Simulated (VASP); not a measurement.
Energy against volume of Mg (hcp). Method: vdW-DF-cx, VASP's PBE PAW potentials (set 64) (plane waves; VASP). Numerical set-up: 520 eV cut-off, 13×13×7 Γ-centred mesh, first-order Methfessel-Paxton smearing of 0.10 eV, potentials Mg.

Shape and ions are relaxed at each volume.

| V (Å³/atom) | E (eV/atom) |
|---|---|
| 21.421 | -0.15154 |
| 22.104 | -0.15952 |
| 22.788 | -0.16202 |
| 23.471 | -0.15987 |

### Question
Fit these four points and predict the energy of the run at 24.155 Å³/atom.

### Answer
A cubic in V^(−2/3), the third-order Birch-Murnaghan form, passes through the four points with V0 = 22.79 Å³/atom and B0 = 36 GPa, and gives -0.1538 eV/atom there. The run gave -0.1537 eV/atom, +0.0 meV/atom from the fit; all five points give B0 = 36 GPa.

The compound is Mg in the hcp structure. It was relaxed first.
